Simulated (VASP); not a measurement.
Here is a VASP 6.6.1 calculation.

POSCAR

```
CrCdNi2S4
1.0
    0.0000000000      5.3557252200      0.0000000000
    5.3557252200      0.0000000000      0.0000000000
    2.6778626100      2.6778626100     -5.2119417600
Cd Cr Ni S
1 1 2 4
Direct
    0.0000000000      0.0000000000      0.0000000000
    0.5000000000      0.5000000000      0.0000000000
    0.2500000000      0.7500000000      0.5000000000
    0.7500000000      0.2500000000      0.5000000000
    0.6034200000      0.6034200000      0.2735600000
    0.3965800000      0.8769800000      0.7264400000
    0.1230200000      0.1230200000      0.2735600000
    0.8769800000      0.3965800000      0.7264400000
```

INCAR.step1

```
SYSTEM = CrCdNi2S4
PREC = Accurate
ENCUT = 520
ISMEAR = -1
SIGMA = 0.1
LREAL = .FALSE.
LASPH = .TRUE.
NELM = 100
NBANDS = 44
GGA = PE
ALGO = Normal
EDIFF = 1E-4
LWAVE = .TRUE.
LCHARG = .FALSE.
```

INCAR.step2

```
SYSTEM = CrCdNi2S4
PREC = Accurate
ENCUT = 520
EDIFF = 1E-6
ISMEAR = -1
SIGMA = 0.1
LREAL = .FALSE.
LASPH = .TRUE.
NELM = 100
ALGO = Normal
ISIF = 2
LWAVE = .FALSE.
LCHARG = .FALSE.
METAGGA = R2SCAN
LMIXTAU = .TRUE.
NBANDS = 44
ISTART = 1
```

Contents of KPOINTS:

```
Automatic mesh
0
G
  5 5 5
  0 0 0
```

Potentials or basis: VASP PAW PBE potentials, release 64 (Cd, Cr_pv, Ni, S).

Command:

```bash
$ cat potpaw_PBE.64/Cd/POTCAR potpaw_PBE.64/Cr_pv/POTCAR potpaw_PBE.64/Ni/POTCAR potpaw_PBE.64/S/POTCAR > POTCAR
$ cp INCAR.step1 INCAR
$ mpirun -np 1 vasp_std > vasp.out
$ cp INCAR.step2 INCAR
$ mpirun -np 1 vasp_std > vasp.out
```

Q: Predict the band gap on the k mesh.

A: None (metal or under the smearing width).

Q: What does it give for the pressure?

A: -3.7 GPa.

Forces on the atoms (eV/Å):
```
Cd   0.000  0.000  0.000
Cr   0.000  0.000  0.000
Ni   0.000  0.000  0.000
Ni   0.000  0.000  0.000
S   -1.323 -1.323  0.144
S   -1.323  1.323 -0.144
S    1.323  1.323  0.144
S    1.323 -1.323 -0.144
```

Caveat: the PAW data sets were made with another functional, which shifts forces and pressure a little; the run has no spin polarisation, though such a crystal can be magnetic. With open d or f shells a metallic result of r2SCAN can be an artefact of self-interaction; +U or a hybrid may open a gap.
